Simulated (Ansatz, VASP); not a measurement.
# Cross-check of Ti19Si9O56 between VASP and Ansatz

One calculation is typed for both programs; each brings its own data sets. How far apart do they land? The structure shown is frame 105 of Ansatz's trajectory.

Program: Ansatz 0.2.0. Level of theory: plane waves, with VASP 6.6.1 beside it; single point at PBE. Results are calculated unless marked as measured.

## Step 1: Set-up

The cell holds 84 atoms: 19 Ti, 9 Si and 56 O. Cell: a = 10.322 Å, b = 10.322 Å, c = 10.322 Å, α = 90.0°, β = 90.0°, γ = 90.0°. As first built, before any earlier steps moved the atoms (in the runner's words): 84 atoms (19 Ti, 9 Si, 56 O) placed at random at 3.07 g/cm^3, melted at 4000 K for 10 ps at fixed volume with the Morse and Coulomb pair potential with partial charges (Pedone, Malavasi, Menziani, Cormack and Segre, J. Phys. Chem. B 110, 11780 (2006)). Quenched from 4000 K to 300 K at 10 K/ps and fixed volume, held 10 ps at zero pressure.

## Step 2: Ansatz: dynamics, PBE

Ansatz runs on its default PAW (the set named soft_2) files.

One frame of this run of dynamics is then solved in both programs, so the motion causes no difference.

The input, input.yaml:

```yaml
crystal:
  lattice:
    - [10.32186, 0.0, 0.0]
    - [0.0, 10.32186, 0.0]
    - [0.0, 0.0, 10.32186]
  atoms:
    - { symbol: Ti, position: [0.72758, 0.44657, 0.63149] }
    - { symbol: Ti, position: [0.19778, 0.44008, 0.89855] }
    - { symbol: Ti, position: [0.58882, 0.73543, 0.33492] }
    - { symbol: Ti, position: [0.43357, 0.30709, 0.13866] }
    - { symbol: Ti, position: [0.49871, 0.71523, 0.67019] }
    - { symbol: Ti, position: [0.9774, 0.89282, 0.13668] }
    - { symbol: Ti, position: [0.26521, 0.64492, 0.41366] }
    - { symbol: Ti, position: [0.89763, 0.79262, 0.77324] }
    - { symbol: Ti, position: [0.73044, 0.29808, 0.97163] }
    - { symbol: Ti, position: [0.8348, 0.11979, 0.70434] }
    - { symbol: Ti, position: [0.04859, 0.48464, 0.59774] }
    - { symbol: Ti, position: [0.14672, 0.12041, 0.83905] }
    - { symbol: Ti, position: [0.88093, 0.89061, 0.46958] }
    - { symbol: Ti, position: [0.5876, 0.01773, 0.80519] }
    - { symbol: Ti, position: [0.36779, 0.97937, 0.05475] }
    - { symbol: Ti, position: [0.06186, 0.19421, 0.40118] }
    - { symbol: Ti, position: [0.03843, 0.22848, 0.10428] }
    - { symbol: Ti, position: [0.40419, 0.62838, 0.064] }
    - { symbol: Ti, position: [0.23109, 0.76256, 0.85157] }
    - { symbol: Si, position: [0.70456, 0.58153, 0.93365] }
    - { symbol: Si, position: [0.67218, 0.96695, 0.09469] }
    - { symbol: Si, position: [0.75621, 0.20034, 0.28672] }
    - { symbol: Si, position: [0.30644, 0.9683, 0.3797] }
    - { symbol: Si, position: [0.07046, 0.58529, 0.16947] }
    - { symbol: Si, position: [0.60294, 0.0392, 0.48972] }
    - { symbol: Si, position: [0.36616, 0.23696, 0.7061] }
    - { symbol: Si, position: [0.79859, 0.51072, 0.24606] }
    - { symbol: Si, position: [0.47256, 0.37003, 0.454] }
    - { symbol: O, position: [0.04587, 0.72947, 0.11499] }
    - { symbol: O, position: [0.34624, 0.36012, 0.80498] }
    - { symbol: O, position: [0.55848, 0.63245, 0.97333] }
    - { symbol: O, position: [0.06704, 0.78992, 0.82428] }
    - { symbol: O, position: [0.19081, 0.06843, 0.41085] }
    - { symbol: O, position: [0.79236, 0.28339, 0.64943] }
    - { symbol: O, position: [0.63819, 0.07373, 0.63139] }
    - { symbol: O, position: [0.91779, 0.79013, 0.60149] }
    - { symbol: O, position: [0.95019, 0.89133, 0.31182] }
    - { symbol: O, position: [0.77195, 0.54125, 0.09368] }
    - { symbol: O, position: [0.47182, 0.65102, 0.23479] }
    - { symbol: O, position: [0.76332, 0.35956, 0.26548] }
    - { symbol: O, position: [0.20208, 0.60272, 0.25616] }
    - { symbol: O, position: [0.05461, 0.34086, 0.50103] }
    - { symbol: O, position: [0.98012, 0.13159, 0.79362] }
    - { symbol: O, position: [0.46017, 0.29901, 0.31227] }
    - { symbol: O, position: [0.71477, 0.61962, 0.32806] }
    - { symbol: O, position: [0.35443, 0.80266, 0.01374] }
    - { symbol: O, position: [0.35744, 0.45373, 0.08484] }
    - { symbol: O, position: [0.90716, 0.17434, 0.30251] }
    - { symbol: O, position: [0.95246, 0.54627, 0.26107] }
    - { symbol: O, position: [0.70586, 0.906, 0.45615] }
    - { symbol: O, position: [0.38206, 0.50458, 0.45113] }
    - { symbol: O, position: [0.66088, 0.14711, 0.39735] }
    - { symbol: O, position: [0.09598, 0.45634, 0.75833] }
    - { symbol: O, position: [0.22696, 0.17181, 0.70024] }
    - { symbol: O, position: [0.62087, 0.86907, 0.21261] }
    - { symbol: O, position: [0.41724, 0.28177, 0.56997] }
    - { symbol: O, position: [0.72852, 0.44098, 0.86781] }
    - { symbol: O, position: [0.81384, 0.91759, 0.06555] }
    - { symbol: O, position: [0.69933, 0.11405, 0.16074] }
    - { symbol: O, position: [0.87474, 0.52065, 0.59941] }
    - { symbol: O, position: [0.54906, 0.85654, 0.75056] }
    - { symbol: O, position: [0.23398, 0.98378, 0.90356] }
    - { symbol: O, position: [0.45428, 0.99828, 0.45024] }
    - { symbol: O, position: [0.7073, 0.14834, 0.86636] }
    - { symbol: O, position: [0.14422, 0.59982, 0.52442] }
    - { symbol: O, position: [0.58003, 0.31732, 0.04406] }
    - { symbol: O, position: [0.26258, 0.82039, 0.42375] }
    - { symbol: O, position: [0.11791, 0.27866, 0.2467] }
    - { symbol: O, position: [0.6139, 0.40545, 0.50321] }
    - { symbol: O, position: [0.04295, 0.04504, 0.09774] }
    - { symbol: O, position: [0.36784, 0.15815, 0.07326] }
    - { symbol: O, position: [0.14814, 0.25164, 0.9611] }
    - { symbol: O, position: [0.81433, 0.94017, 0.77588] }
    - { symbol: O, position: [0.79834, 0.68772, 0.86687] }
    - { symbol: O, position: [0.55766, 0.97938, 0.99276] }
    - { symbol: O, position: [0.89069, 0.26931, 0.03372] }
    - { symbol: O, position: [0.90868, 0.05128, 0.53933] }
    - { symbol: O, position: [0.32944, 0.73323, 0.71009] }
    - { symbol: O, position: [0.44915, 0.13035, 0.78556] }
    - { symbol: O, position: [0.52454, 0.73462, 0.49638] }
    - { symbol: O, position: [0.33102, 0.95744, 0.22542] }
    - { symbol: O, position: [0.60061, 0.58499, 0.70007] }
    - { symbol: O, position: [0.2593, 0.6038, 0.92333] }
    - { symbol: O, position: [0.08841, 0.47476, 0.05555] }
kpoints:
  mp_grid: { grid: [1, 1, 1] }
hamiltonian:
  xc: pbe
scf:
  occupations: { method: fixed }
output:
  forces: true
md:
  timestep: 1.0
  n_steps: 314
  ensemble: nvt_nose_hoover
  temperature: 400
  initial_velocities: maxwell_boltzmann
  seed: 1303
```

Started as:

```sh
$ ansatz run input.yaml --threads 4 --pin off --max-ram 8192MiB --backend cpu --events-out ev --progress --plain --runs-dir out
```

Numbers of over 12 decimals in the logs are rounded to 6 here.

The log of the run:

```text
Warning: md: disabling space-group detection — thermal motion breaks the input geometry's symmetry, so no spatial operation reduces the k-mesh or symmetrises the density; time reversal is kept, so that k and −k are solved as one point where they differ and the mesh holds both, and exact exchange and, on two spinor components, a DFT+U term hold to it where the run has them: on two components no moment then forms, and  [...]
Engine: ansatz 0.2.0, aarch64-unknown-linux-gnu
Pseudopotentials: kind: paw
Pseudopotential: Ti, paw, valence charge 12, recommended cutoff 420 eV (normal), Ti.paw.azcp
Pseudopotential: Si, paw, valence charge 4, recommended cutoff 420 eV (normal), Si.paw.azcp
Pseudopotential: O, paw, valence charge 6, recommended cutoff 420 eV (normal), O.paw.azcp
Functional definition: PBE
  parameter kappa = 0.804
  parameter beta = 0.066725
  exchange = pbe_x(kappa = kappa, mu = beta*pi^2/3)
  correlation = pbe_c(beta = beta)
Crystal: 84 atoms, lattice volume = 1099.699 Å³
Basis set: ecut = 420 eV, 21559 PW (Γ), exchange–correlation on 144×144×144 points (8 copies of the dense FFT grid, shifted against one another)
Bands: 384, of which v1, the nominal top of the filled ones, is band 300 counted from 1 (299 counted from 0)
Symmetry: 1 space group operations
k-points: 1
Non-local potential: Ti, projectors of the file, l = 0: 3, l = 1: 2, l = 2: 3, l = 3: 1
Non-local potential: Si, projectors of the file, l = 0: 2, l = 1: 2, l = 2: 2
Non-local potential: O, projectors of the file, l = 0: 2, l = 1: 2, l = 2: 1
PAW form: soft (Blöchl's): semilocal exchange-correlation on the pseudo side does not see the compensation charge
PAW one-centre angular grid: Ti, 590 points (default); XC on 64 Gauss nodes
PAW one-centre angular grid: Si, 110 points (default); XC on 64 Gauss nodes
PAW one-centre angular grid: O, 110 points (default); XC on 64 Gauss nodes
Initial density: superposition of atomic densities (neutral atoms: chi_scale 0, normalization atom), corrected by the library's trained network
Initial wavefunctions: pseudopotential atomic-orbital guess
Functional: x = pbe(κ = 0.804, μ = 0.219515), c = pbe(β = 0.066725)
SCF iter   1: F=—  HF=-85087.862020 eV  |F-HF|=—  |Δ(HF+E_count)|=         —  Δρ=4.09e-3  dr2=1.97e-1  ethr=1.77e-3  ⟨swp⟩=5.0  Hψ=1167  notcnv=0  defer=79
preconditioner: auto → Resta (q_TF=auto, 2.466 Å⁻¹)  ε∞=5.8  [insulator: Δε(μ)=2.579 eV  Ē_g=10.785 eV  n_scr=256 (ndim 8)  ℏωp=23.7 eV  f_vac=0.125  ε∞_Penn≈5.8]
SCF iter   2: F=—  HF=-85087.850601 eV  |F-HF|=—  |Δ(HF+E_count)|=   1.14e-2  Δρ=2.27e-3  dr2=4.64e-2  ethr=3.28e-5  ⟨swp⟩=2.0  Hψ=557  notcnv=0  defer=82
SCF iter   3: F=—  HF=-85087.849809 eV  |F-HF|=—  |Δ(HF+E_count)|=   7.92e-4  Δρ=1.13e-3  dr2=1.97e-2  ethr=7.74e-6  ⟨swp⟩=3.0  Hψ=486  notcnv=0  defer=82
SCF iter   4: F=—  HF=-85087.849183 eV  |F-HF|=—  |Δ(HF+E_count)|=   6.26e-4  Δρ=4.48e-4  dr2=3.49e-3  ethr=3.28e-6  ⟨swp⟩=3.0  Hψ=487  notcnv=0  defer=82
SCF iter   5: F=—  HF=-85087.848881 eV  |F-HF|=—  |Δ(HF+E_count)|=   3.02e-4  Δρ=2.28e-4  dr2=7.63e-4  ethr=5.82e-7  ⟨swp⟩=2.0  Hψ=584  notcnv=0  defer=82
SCF iter   6: F=—  HF=-85087.848970 eV  |F-HF|=—  |Δ(HF+E_count)|=   8.83e-5  Δρ=1.44e-4  dr2=2.78e-4  ethr=1.27e-7  ⟨swp⟩=2.0  Hψ=609  notcnv=0  defer=81
SCF iter   7: F=—  HF=-85087.848991 eV  |F-HF|=—  |Δ(HF+E_count)|=   2.13e-5  Δρ=5.99e-5  dr2=4.81e-5  ethr=4.63e-8  ⟨swp⟩=2.0  Hψ=593  notcnv=0  defer=77
SCF iter   8: F=—  HF=-85087.850424 eV  |F-HF|=—  |Δ(HF+E_count)|=   1.43e-3  Δρ=2.69e-5  dr2=9.78e-6  ethr=8.02e-9  ⟨swp⟩=2.0  Hψ=661  notcnv=0  defer=77
SCF iter   9: F=—  HF=-85087.850428 eV  |F-HF|=—  |Δ(HF+E_count)|=   3.90e-6  Δρ=1.38e-5  dr2=2.45e-6  ethr=1.63e-9  ⟨swp⟩=2.0  Hψ=496  notcnv=0  defer=77
SCF iter  10: F=—  HF=-85087.850430 eV  |F-HF|=—  |Δ(HF+E_count)|=   1.37e-6  Δρ=6.76e-6  dr2=6.17e-7  ethr=4.09e-10  ⟨swp⟩=2.0  Hψ=535  notcnv=0  defer=77
SCF iter  11: F=—  HF=-85087.850430 eV  |F-HF|=—  |Δ(HF+E_count)|=   1.99e-7  Δρ=3.27e-6  dr2=1.36e-7  ethr=1.03e-10  ⟨swp⟩=2.0  Hψ=573  notcnv=0  defer=77
SCF iter  12: F=-85087.850430 eV  HF=-85087.850430 eV  |F-HF|=3.36e-9  |Δ(HF+E_count)|=   5.45e-8  Δρ=1.61e-6  dr2=3.42e-8  ethr=1.40e-11  ⟨swp⟩=4.0  Hψ=1131  notcnv=0
SCF 1 converged in 12 iterations: F = -85087.850430 eV  dr2 = 3.42e-8
  greatest PAW one-centre occupation: 0.999 electrons in one spin orbital (limit 2), on the Ti atom at site 10 (counted from 0), in its partial waves of l = 0
[...]
md step   303: t =   303.00 fs  T =   424.9 K  F+E_penalty+E_count = -85090.14510808 eV  E_kin = 4.558182 eV  conserved = -85083.56638351 eV  (4 SCF iters)
md step   304: t =   304.00 fs  T =   420.1 K  F+E_penalty+E_count = -85090.09803766 eV  E_kin = 4.507167 eV  conserved = -85083.56627091 eV  (4 SCF iters)
md step   305: t =   305.00 fs  T =   413.5 K  F+E_penalty+E_count = -85090.03114750 eV  E_kin = 4.436424 eV  conserved = -85083.56608062 eV  (4 SCF iters)
md step   306: t =   306.00 fs  T =   405.4 K  F+E_penalty+E_count = -85089.94800477 eV  E_kin = 4.349540 eV  conserved = -85083.56582357 eV  (3 SCF iters)
md step   307: t =   307.00 fs  T =   396.3 K  F+E_penalty+E_count = -85089.85334756 eV  E_kin = 4.251277 eV  conserved = -85083.56550777 eV  (4 SCF iters)
md step   308: t =   308.00 fs  T =   386.6 K  F+E_penalty+E_count = -85089.75289681 eV  E_kin = 4.147371 eV  conserved = -85083.56514402 eV  (3 SCF iters)
md step   309: t =   309.00 fs  T =   377.0 K  F+E_penalty+E_count = -85089.65315289 eV  E_kin = 4.044331 eV  conserved = -85083.56474516 eV  (4 SCF iters)
md step   310: t =   310.00 fs  T =   368.1 K  F+E_penalty+E_count = -85089.56113293 eV  E_kin = 3.949167 eV  conserved = -85083.56433237 eV  (10 SCF iters)
md step   311: t =   311.00 fs  T =   360.6 K  F+E_penalty+E_count = -85089.48395820 eV  E_kin = 3.868964 eV  conserved = -85083.56394525 eV  (5 SCF iters)
md step   312: t =   312.00 fs  T =   355.1 K  F+E_penalty+E_count = -85089.42821206 eV  E_kin = 3.810246 eV  conserved = -85083.56364011 eV  (4 SCF iters)
md step   313: t =   313.00 fs  T =   352.2 K  F+E_penalty+E_count = -85089.39907573 eV  E_kin = 3.778120 eV  conserved = -85083.56347728 eV  (4 SCF iters)
[...]
md step   314: t =   314.00 fs  T =   351.9 K  F+E_penalty+E_count = -85089.39938234 eV  E_kin = 3.775350 eV  conserved = -85083.56350601 eV  (10 SCF iters)
SCF converged after 10 iterations
Free energy (F): -85089.399382 eV
Harris-Foulkes:  -85089.399382 eV  (|F-HF|=1.38e-9)
Internal energy: -85089.399382 eV  (E = F + TS)
E sigma→0 (E₀):  -85089.399382 eV
Fermi energy:    4.824886 eV
--- Per-component energies (eV) ---
  E_band       = -5815.458612
  E_kinetic    = 15411.089206
  E_local      = -50073.325814  (includes V_loc(G=0)·N_el)
  E_nonlocal   = 2962.392184
  E_hartree    = 19564.855198
  E_xc         = -6494.103372
  E_vxc        = -8026.406353  (∫ρ·V_xc dr)
  E_paw        = -33343.129522  (= ΣΔE_a)
  E_vpaw       = -5219.059167  (= ΣTr[D̂ρ^β])
  E_aug_tail   = 0.140761  (compensation charges beyond the density's cutoff)
  E_ewald      = -33117.318024
  E_smearing   = -0.000000  (= −TS)
  E_closure    = -0.000000  (closes the sum)
  Σ components = -85089.399382   (vs F -85089.399382, Δ=0.00e0)
--- Forces (eV/Å), atoms counted from 1 ---
  atom   1  Ti     1.83907974     0.59093994     0.08246856
  atom   2  Ti     0.24656029     1.68752103     0.79233498
  atom   3  Ti    -1.52709211     2.32104549     0.45678855
  atom   4  Ti    -3.21572657     0.41947513     0.44806585
  atom   5  Ti    -1.19055396    -2.09720319    -0.61848945
  atom   6  Ti    -0.10913278     1.01308044     0.49021114
  atom   7  Ti    -2.50497678     2.06416087     0.21459880
  atom   8  Ti     1.17874321     0.53054124    -0.49237258
  atom   9  Ti    -0.68311152     0.64799052     1.28038725
  atom  10  Ti    -0.66064769     0.68039481    -0.77988710
  atom  11  Ti     0.70229795     1.01994952    -0.01909303
  atom  12  Ti    -0.42762377    -1.13101551     1.27271428
  atom  13  Ti    -0.26293364    -0.00183097    -1.18215932
  atom  14  Ti    -0.79010122     1.33979977     2.02538956
  atom  15  Ti     0.54519423    -0.15584034     0.48449617
  atom  16  Ti     0.85098310     1.41045535     0.85402820
  atom  17  Ti    -0.36497269     0.03225791     0.03619994
  atom  18  Ti    -1.20425896    -0.60704409     0.22074837
  atom  19  Ti    -0.79100208    -1.40494432     0.20126770
  atom  20  Si    -0.02228879    -1.07719335     0.48822679
  atom  21  Si    -2.52967181    -2.14207285    -0.97574184
  atom  22  Si    -0.19849340     2.45482765     0.68252675
  atom  23  Si     0.70797069    -0.23644344     0.12605630
  atom  24  Si     0.40471619    -1.52012641     2.08329425
[...]
atom  77  O      0.91331903     0.60349238     0.28327182
  atom  78  O      1.12800455     0.18380417    -0.93840942
  atom  79  O      0.94057168    -1.55093072     0.46522004
  atom  80  O      0.65462186    -0.39250146    -0.23226492
  atom  81  O     -0.50456716     0.88740234     0.13789558
  atom  82  O     -0.57612924     0.68961483    -0.33558115
  atom  83  O      0.51670823    -0.19244463     0.60381679
  atom  84  O      1.13356336    -0.86834364    -0.89709092
  max |Σ_I F_I| component: 4.19e-5 eV/Å
--- MD trajectory: 314 steps, t = 0.0 → 314.0 fs ---
  final state: T = 351.9 K   F+E_penalty+E_count = -85089.39938234 eV   E_kin = 3.775350 eV
  conserved energy: peak-to-peak 7.718e-3 eV (9.188e-5 eV/atom) over 314.0 fs
```

(Continued in part 2 of 2.)

[Lines on the potential files, build, host, timing and source positions are cut from VASP's logs without a mark.]

[Logs are printed without paths, hosts, clocks, repeated set-up lines and the standing remarks that a program may print on its own settings, such as how far it seeks lower states.]

[Hosts, paths, dates, database ids (printed as entryN), source tags and the programs' standing remarks are cut or masked in the printed files.]
